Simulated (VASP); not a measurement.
Shape and ions are relaxed at each volume.

Energy against volume of NiSb (NiAs type). Computed with PBE GGA with D4 dispersion, VASP's PBE PAW potentials (set 64) (plane waves; VASP).

| V (Å³/atom) | E (eV/atom) |
|---|---|
| 15.988 | -5.59999 |
| 16.498 | -5.61939 |
| 17.008 | -5.62485 |
| 17.519 | -5.61886 |
| 18.029 | -5.60342 |

### Question
Fit a third-order Birch-Murnaghan equation of state.

### Answer

* **volume per atom**: 16.98 Å³/atom
* **bulk modulus**: 121 GPa
* **pressure derivative of the bulk modulus**: 5.48

The compound is NiSb in the NiAs type structure. It was relaxed first. The run is not spin-polarised, so no magnetic state was tried.
